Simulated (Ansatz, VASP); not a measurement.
# CoO in two plane-wave programs

Aim: how closely do two programs agree when they are given the same cell, functional and k mesh? The cell is taken from a series of runs on this material, whose earlier steps may have relaxed, scaled, displaced or heated it; both programs get it as it stands.

Program: Ansatz 0.2.0. Level of theory: plane waves, with VASP 6.6.1 beside it; single point at PBEsol, DFT+U. Results are calculated unless marked as measured.

In doubt: warnings of the run leave room for a lower electronic state, so energies may not be the lowest and differences between runs may mislead.

## Step 1: The starting structure

Symmetry: Fm-3m, No. 225, cubic system. The conventional cell has a = 4.263 Å, b = 4.263 Å, c = 4.263 Å, α = 90.00°, β = 90.00°, γ = 90.00°. Co has 6 O at 2.13 Å nearest. Nearest to O lie 6 Co at 2.13 Å. Farther neighbours and most contacts between anions are not listed.

## Step 2: Ansatz: single point, PBEsol, DFT+U

Ansatz runs on its PAW soft_1 files.

With cell and atoms fixed, the geometry can't cause a difference; cores, projectors, grids and the points listed under the comparison can.

Input file input.yaml:

```yaml
crystal:
  lattice:
    - [0.0, 2.1315, 2.1315]
    - [4.263, 0.0, 4.263]
    - [4.263, 2.1315, 2.1315]
  atoms:
    - { symbol: Co, position: [0.0, 0.0, 0.0], spin: 3.0 }
    - { symbol: Co, position: [0.0, 0.5, 0.0], spin: -3.0 }
    - { symbol: O, position: [0.5, 0.0, 0.5] }
    - { symbol: O, position: [0.5, 0.5, 0.5] }
magnetization:
  spin_polarized: true
kpoints:
  mp_grid: { grid: [8, 4, 8] }
hamiltonian:
  xc: pbesol
  hubbard:
    projectors: ortho-atomic
    sites: [{ species: Co, l: d, u_eff: 3.5 }]
  pseudopotentials: { kind: paw, azcp: { folder: soft_1 }, xc_functional: pbe }
scf:
  occupations: { method: fermi_dirac, width: 0.05 }
  max_iter: 120
  convergence: { dr2_threshold: 1.0e-08 }
```

Command:

```sh
> ansatz run input.yaml --threads 4 --pin off --max-ram 8192MiB --backend cpu --events-out ev --progress --plain --runs-dir out
```

Numbers of over 12 decimals in the logs are rounded to 6 here.

The program printed:

```text
basis.fft_grid_basis auto: the FFT boxes are laid along the combinations [[1, 0, 0], [0, 1, -1], [-1, 0, 1]] of the cell's own vectors, 3.014, 3.014 and 4.263 Å long. The dense box has 24×24×30 points. Along the cell's own vectors, as sized, it would have 24×45×36, 2.25 times as many. basis.fft_grid_basis: typed keeps the cell's own vectors: state it where this run's energies or levels are differenced outside the engine with another run's, or held beside a run that keeps those vectors.
Engine: ansatz 0.2.0, aarch64-unknown-linux-gnu
Pseudopotentials: kind: paw
Pseudopotential: Co, paw, valence charge 17, recommended cutoff 420 eV (normal), soft_1/Co.paw.azcp
Pseudopotential: O, paw, valence charge 6, recommended cutoff 420 eV (normal), soft_1/O.paw.azcp
Functional definition: PBEsol
  exchange = pbesol_x
  correlation = pbesol_c
Crystal: 4 atoms, lattice volume = 38.736 Å³
Basis set: ecut = 420 eV, 727 PW (Γ), FFT grids on a1, a2−a3, −a1+a3
Bands: 32, of which v1, the nominal top of the filled ones, is band 23 counted from 1 (22 counted from 0)
Symmetry: 16 space group operations
Space group: P4/mmm (ITA 123), of the structure as read, at distance tolerance 3.4e-5 Å
Magnetic group: BNS 123.350 (UNI 1010), of the structure as read, at distance tolerance 3.4e-5 Å
k-points: 39 of 256
Non-local potential: Co, projectors of the file, l = 0: 3, l = 1: 2, l = 2: 3, l = 3: 1
Non-local potential: O, projectors of the file, l = 0: 2, l = 1: 2, l = 2: 1
PAW form: soft (Blöchl's): semilocal exchange-correlation on the pseudo side does not see the compensation charge
PAW frozen core: Co, regenerated for the run's functional, and the local potential with it (the file was generated under x = pbe(κ = 0.804, μ = 0.219515), c = pbe(β = 0.066725))
PAW frozen core: O, regenerated for the run's functional, and the local potential with it (the file was generated under x = pbe(κ = 0.804, μ = 0.219515), c = pbe(β = 0.066725))
PAW one-centre angular grid: Co, 590 points (default); XC on 64 Gauss nodes
PAW one-centre angular grid: O, 110 points (default); XC on 64 Gauss nodes
Initial density: superposition of atomic densities (chi_scale 0.1, normalization cell, long waves kept (reshape's long-wave potential 0.00 eV rms))
Starting moments: Σ|m| = 6 μB on 2 of 4 sites
Starting magnetic order: antiferromagnet; a translation exchanges its spin sublattices: spin-degenerate at every k-point
Initial wavefunctions: pseudopotential atomic-orbital guess
Functional: x = pbesol(κ = 0.804, μ = 0.123457), c = pbesol(β = 0.046)
SCF iter   1: F=—  HF=-11304.224360 eV  |F-HF|=—  |Δ(HF+E_count)|=         —  Δρ=2.68e-1 (↑2.68e-1 ↓2.68e-1)  dr2=6.22e1  dr2_m=8.10e0  M=0.000 μB ∫|m|=2.745 μB  β_m=0.30  ethr=3.10e-3  ⟨swp⟩=5.1  Hψ=4485  notcnv=0  defer=13
preconditioner: auto → Kerker (q_TF=auto, 2.808 Å⁻¹)  [metal: Δε(μ)=0.013 eV  Ē_g=12.994 eV  σ=0.050 eV  W_gap=0.06  n_scr=14 (ndim 8)  ℏωp=32.7 eV  f_vac=0.000  D(μ)=6.18/eV (n_scr^D=106)]
spin=Collinear: Kerker preconditioning applied to the charge; magnetization (m = ρ↑ − ρ↓) channel mixes plain (no charge-response kernel on spin).
SCF iter   2: F=—  HF=-11300.470266 eV  |F-HF|=—  |Δ(HF+E_count)|=    3.75e0  Δρ=7.10e-2 (↑7.10e-2 ↓7.10e-2)  dr2=2.40e0  dr2_m=7.86e-1  M=0.000 μB ∫|m|=5.570 μB  β_m=1.00  ethr=3.10e-3  ⟨swp⟩=3.3  Hψ=3094  notcnv=0  defer=82
SCF iter   3: F=—  HF=-11300.283306 eV  |F-HF|=—  |Δ(HF+E_count)|=   1.87e-1  Δρ=2.85e-2 (↑2.85e-2 ↓2.85e-2)  dr2=5.26e-1  dr2_m=2.57e-2  M=0.000 μB ∫|m|=5.461 μB  β_m=0.30  ethr=3.10e-3  ⟨swp⟩=3.4  Hψ=2558  notcnv=0  defer=78
SCF iter   4: F=—  HF=-11301.096432 eV  |F-HF|=—  |Δ(HF+E_count)|=   8.13e-1  Δρ=4.98e-2 (↑4.98e-2 ↓4.98e-2)  dr2=1.84e0  dr2_m=3.10e-1  M=0.000 μB ∫|m|=4.929 μB  β_m=0.30  ethr=1.14e-3  ⟨swp⟩=2.9  Hψ=2611  notcnv=0  defer=90
SCF iter   5: F=—  HF=-11301.128673 eV  |F-HF|=—  |Δ(HF+E_count)|=   3.22e-2  Δρ=1.66e-2 (↑1.66e-2 ↓1.66e-2)  dr2=4.79e-2  dr2_m=6.16e-2  M=0.000 μB ∫|m|=5.356 μB  β_m=1.00  ethr=1.14e-3  ⟨swp⟩=3.4  Hψ=2411  notcnv=0  defer=118
SCF iter   6: F=—  HF=-11301.517885 eV  |F-HF|=—  |Δ(HF+E_count)|=   3.89e-1  Δρ=2.11e-2 (↑2.11e-2 ↓2.11e-2)  dr2=3.16e-1  dr2_m=2.66e-2  M=0.000 μB ∫|m|=5.502 μB  β_m=1.00  ethr=1.04e-4  ⟨swp⟩=2.9  Hψ=2436  notcnv=0  defer=116
SCF iter   7: F=—  HF=-11301.757162 eV  |F-HF|=—  |Δ(HF+E_count)|=   2.39e-1  Δρ=7.59e-3 (↑7.59e-3 ↓7.59e-3)  dr2=6.10e-2  dr2_m=4.43e-3  M=0.000 μB ∫|m|=5.515 μB  β_m=0.30  ethr=1.04e-4  ⟨swp⟩=2.8  Hψ=2613  notcnv=0  defer=126
SCF iter   8: F=—  HF=-11301.995690 eV  |F-HF|=—  |Δ(HF+E_count)|=   2.39e-1  Δρ=8.06e-3 (↑8.06e-3 ↓8.06e-3)  dr2=4.90e-2  dr2_m=7.97e-3  M=0.000 μB ∫|m|=5.565 μB  β_m=1.00  ethr=1.04e-4  ⟨swp⟩=2.0  Hψ=1613  notcnv=0  defer=128
[...]
iter 1 solved again at ethr=1.00e-12 eV; its pass at ethr=2.17e-6 eV (dr2=4.28e-10 eV) is discarded
SCF iter   1: F=—  HF=-11302.430590 eV  |F-HF|=—  |Δ(HF+E_count)|=         —  Δρ=6.73e-7 (↑6.73e-7 ↓6.73e-7)  dr2=4.31e-10  dr2_m=1.36e-11  M=-0.000 μB ∫|m|=5.812 μB  ethr=1.00e-12  ⟨swp⟩=1.0  Hψ=26659  notcnv=0
preconditioner: auto → Kerker (q_TF=auto, 2.808 Å⁻¹)  [metal: Δε(μ)=0.055 eV  Ē_g=13.200 eV  σ=0.050 eV  W_gap=0.27  n_scr=14 (ndim 8)  ℏωp=32.7 eV  f_vac=0.000  D(μ)=0.21/eV (n_scr^D=0)]
spin=Collinear: Kerker preconditioning applied to the charge; magnetization (m = ρ↑ − ρ↓) channel mixes plain (no charge-response kernel on spin).
[...]
preconditioner: auto → none  [insulator: Δε(μ)=1.062 eV  Ē_g=13.247 eV  σ=0.050 eV  W_gap=1.00  n_scr=14 (ndim 8)  ℏωp=32.7 eV  f_vac=0.000  D(μ)=0.00/eV (n_scr^D=0)  ε∞_Penn≈7.1]
[...]
SCF iter   7: F=-11302.739538 eV  HF=-11302.739538 eV  |F-HF|=1.09e-10  |Δ(HF+E_count)|=   7.48e-9  Δρ=4.27e-7 (↑4.27e-7 ↓4.27e-7)  dr2=1.01e-10  dr2_m=1.22e-11  M=-0.000 μB ∫|m|=5.711 μB  ethr=1.61e-11  ⟨swp⟩=1.1  Hψ=15362  notcnv=0
SCF iter   8: F=-11302.739538 eV  HF=-11302.739538 eV  |F-HF|=1.11e-10  |Δ(HF+E_count)|=    0.00e0  Δρ=4.27e-7 (↑4.27e-7 ↓4.27e-7)  dr2=1.01e-10  dr2_m=1.23e-11  M=-0.000 μB ∫|m|=5.711 μB  ethr=1.00e-12  ⟨swp⟩=1.3  Hψ=15942  notcnv=0
SCF 2 converged in 8 iterations: F = -11302.739538 eV  dr2 = 1.01e-10
the translation (0, 0.5, 0) carries every atom to within crystal.symmetry.tolerance of an atom of its element with the starting moment reversed, but both spin channels are solved: the run starts from a saved state that isn't shown to keep it, or this solve from the single point that its walk made first
iter 1 solved again at ethr=1.00e-12 eV; its pass at ethr=3.10e-3 eV (dr2=1.00e-10 eV) is discarded
SCF iter   1: F=—  HF=-11302.739538 eV  |F-HF|=—  |Δ(HF+E_count)|=         —  Δρ=4.26e-7 (↑4.26e-7 ↓4.26e-7)  dr2=1.00e-10  dr2_m=1.23e-11  M=-0.000 μB ∫|m|=5.711 μB  β_m=0.30  ethr=1.00e-12  ⟨swp⟩=2.1  Hψ=23942  notcnv=0
preconditioner: auto → none  [insulator: Δε(μ)=1.318 eV  Ē_g=13.250 eV  σ=0.050 eV  W_gap=1.00  n_scr=14 (ndim 8)  ℏωp=32.7 eV  f_vac=0.000  D(μ)=0.00/eV (n_scr^D=0)  ε∞_Penn≈7.1]
SCF iter   2: F=-11302.739538 eV  HF=-11302.739538 eV  |F-HF|=5.46e-12  |Δ(HF+E_count)|=  3.64e-11  Δρ=1.95e-7 (↑1.95e-7 ↓1.93e-7)  dr2=1.13e-11  dr2_m=6.68e-12  M=0.000 μB ∫|m|=5.711 μB  ethr=1.00e-12  ⟨swp⟩=3.8  Hψ=12818  notcnv=0
SCF 3 converged in 2 iterations: F = -11302.739538 eV  dr2 = 1.13e-11
  greatest PAW one-centre occupation: 1.003 electrons in one spin orbital (limit 2), on the Co atom at site 0 (counted from 0), in its partial waves of l = 1
Symmetry: 2 space group operations
k-points: 132 of 256
the translation (0, 0.5, 0) carries every atom to within crystal.symmetry.tolerance of an atom of its element with the starting moment reversed, but both spin channels are solved: the run starts from a saved state that isn't shown to keep it, or this solve from the single point that its walk made first
iter 1 solved again at ethr=1.00e-12 eV; its pass at ethr=2.17e-6 eV (dr2=1.12e-11 eV) is discarded
SCF iter   1: F=—  HF=-11302.739538 eV  |F-HF|=—  |Δ(HF+E_count)|=         —  Δρ=1.92e-7 (↑1.92e-7 ↓1.92e-7)  dr2=1.12e-11  dr2_m=6.52e-12  M=0.000 μB ∫|m|=5.711 μB  ethr=1.00e-12  ⟨swp⟩=1.0  Hψ=38589  notcnv=0
SCF iter   2: F=—  HF=-11302.739537 eV  |F-HF|=—  |Δ(HF+E_count)|=   1.00e-6  Δρ=4.84e-5 (↑4.84e-5 ↓4.84e-5)  dr2=1.83e-6  dr2_m=5.32e-8  M=0.000 μB ∫|m|=5.711 μB  ethr=2.17e-6  ⟨swp⟩=1.0  Hψ=26014  notcnv=0
SCF iter   3: F=—  HF=-11302.739538 eV  |F-HF|=—  |Δ(HF+E_count)|=   1.00e-6  Δρ=8.56e-6 (↑8.55e-6 ↓8.56e-6)  dr2=7.12e-8  dr2_m=1.06e-9  M=0.000 μB ∫|m|=5.711 μB  ethr=6.03e-9  ⟨swp⟩=1.0  Hψ=17952  notcnv=0
SCF iter   4: F=-11302.739538 eV  HF=-11302.739538 eV  |F-HF|=3.27e-10  |Δ(HF+E_count)|=  9.02e-10  Δρ=6.69e-7 (↑6.68e-7 ↓6.69e-7)  dr2=3.54e-10  dr2_m=7.70e-12  M=-0.000 μB ∫|m|=5.711 μB  ethr=2.17e-11  ⟨swp⟩=1.1  Hψ=18020  notcnv=0
WARN: an SCF from ferromagnetic starting moments (-3.00, -3.00, 0.00, 0.00 Bohr magnetons, atom by atom) was not made, by what the run has read of turns of its moments that order reads lower: the deck asks for what bars it, or types moments that do (magnetization.spin_polarized, in the input reference, names some of the keys), or the run goes by scf.lower_state_search: light, the default, which as a rule tries one only behind a close that has lost an order of both signs, or on which an open d or half-filled 4f shell of a PAW file has lost a moment that was set nearer to Hund's than to what is left; [rest of the remark cut]
SCF converged after 2 iterations
Stability not told: the lowest value that the SCF's own minimisation read on its close, 5.5e-2 (residual 3.5e-3), is positive but too near zero to vouch for directions that it does not look along: no lower mode is shown, and none is ruled out
Magnetization: 0.0000 μB (23.0000 up, 23.0000 down)
Absolute magnetization: 5.7108 μB (∫|ρ↑−ρ↓|, with the PAW one-centre terms)
Spin contamination: 2.9930 ħ² per cell (⟨S²⟩ above its minimum at these occupations)
Per-site moments (μB) at R_I (Å): [(2.586845, 0.87924375), (-2.586845, 0.87924375), (-0.079218, 0.87924375), (0.079218, 0.87924375)]
Free energy (F): -11302.739538 eV
Harris-Foulkes:  -11302.739538 eV  (|F-HF|=5.46e-12)
Internal energy: -11302.739538 eV  (E = F + TS)
E sigma→0 (E₀):  -11302.739538 eV
Entropy (-TS):   -0.000000 eV (-0.000 meV/atom)
Fermi energy:    14.109206 eV
--- Per-component energies (eV) ---
  E_band       = -641.265525
  E_kinetic    = 907.846645
  E_local      = -6498.040845  (includes V_loc(G=0)·N_el)
  E_nonlocal   = 989.304056
  E_hartree    = 2796.052674
  E_xc         = -318.343285
  E_vxc        = -409.825404  (∫ρ·V_xc dr)
  E_hubbard    = 1.100174  (on-site DFT+U / exact-exchange correction)
  E_vhub       = -23.302990  (the Hubbard potential's part of the band-sum identity)
  E_paw        = -3396.977766  (= ΣΔE_a)
  E_vpaw       = -1199.353918  (= ΣTr[D̂ρ^β])
  E_aug_tail   = 0.001525  (compensation charges beyond the density's cutoff)
  E_ewald      = -5784.130132
  E_core_change = 0.447415  (= ΣΔE_core)
  E_smearing   = -0.000000  (= −TS)
  E_closure    = 0.000000  (closes the sum)
  Σ components = -11302.739538   (vs F -11302.739538, Δ=0.00e0)
--- Band table (eV; the first three rows and the last of 172) ---
  k-point 0 ↑: bands = [... 19 lower, 11.0860, 11.1035, 11.1115, 11.3911, 14.7810, 14.8403, 15.1886, 15.3863, ... 5 higher]
  k-point 1 ↑: bands = [... 19 lower, 10.9053, 11.2416, 11.3691, 11.5916, 14.8711, 15.5025, 15.6340, 15.9001, ... 5 higher]
  k-point 2 ↑: bands = [... 19 lower, 11.3783, 11.3793, 12.0373, 12.3500, 15.0674, 16.2211, 16.2444, 17.5795, ... 5 higher]
  k-point 85 ↓: bands = [... 19 lower, 11.2490, 11.9038, 12.3377, 13.1545, 15.2839, 15.5696, 17.1947, 20.2529, ... 5 higher]
Occupation matrices written to <dir>
```

Reading the cycles: dr2 is the Hartree energy of the density residual (eV), the measure of convergence; HF is the Harris–Foulkes estimate of the energy, which meets the free energy F at convergence.

[end of part 1 of 2]

[Lines on the potential files, build, host, timing and source positions are cut from VASP's logs without a mark.]

[Logs are printed without paths, hosts, clocks, repeated set-up lines and the standing remarks that a program may print on its own settings, such as how far it seeks lower states.]

[Hosts, paths, dates, database ids (printed as entryN), source tags and the programs' standing remarks are cut or masked in the printed files.]
